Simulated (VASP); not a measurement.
SnGeO4, 6 atoms in the cell. The structure is orthorhombic, space group Cmmm (No. 65). The conventional cell has a = 6.524 Å, b = 6.641 Å, c = 3.086 Å, α = 90.00°, β = 90.00°, γ = 90.00°. Around Ge (site symmetry mmm) lie 6 O at 1.91 to 1.96 Å. Sn (site symmetry mmm) has 6 O at 2.05 to 2.11 Å as nearest neighbours. Around O (site symmetry 2mm) lie 1 Ge at 1.91 Å and 2 Sn at 2.05 Å. O (site symmetry m2m) is surrounded by 2 Ge at 1.96 Å and 1 Sn at 2.11 Å. The cell comes from a database or a generator and needn't be the stable form of this composition.

* Program: VASP 6.6.1
* Task: band structure
* Functional: PBE
* Potentials or basis: VASP PAW PBE potentials, release 64 (Ge_d, Sn_d, O)
* Cutoff: 520 eV
* k mesh: 11 × 7 × 7
* Occupations: gaussian, width 0.02 eV
* Spin: no spin polarisation
* Further INCAR settings: ALGO = Fast; EDIFF = 1e-06; NBANDS = 35

Potentials or basis: VASP PAW PBE potentials, release 64 (Ge_d, Sn_d, O).

Command:

```sh
$ cat potpaw_PBE.64/Ge_d/POTCAR potpaw_PBE.64/Sn_d/POTCAR potpaw_PBE.64/O/POTCAR > POTCAR
$ mpirun -np 2 vasp_std > vasp.out
```

Hardware: 2 MPI ranks on AMD EPYC 9R45 96-Core Processor (Zen 5), on a shared host.

Question: How long does it take, and how much memory?

Answer: Wall time 2.3 min on 2 MPI ranks on AMD EPYC 9R45 96-Core Processor (Zen 5), on a shared host, peak memory 0.4 GiB a rank. Counts: scf iterations 40, k points 96.
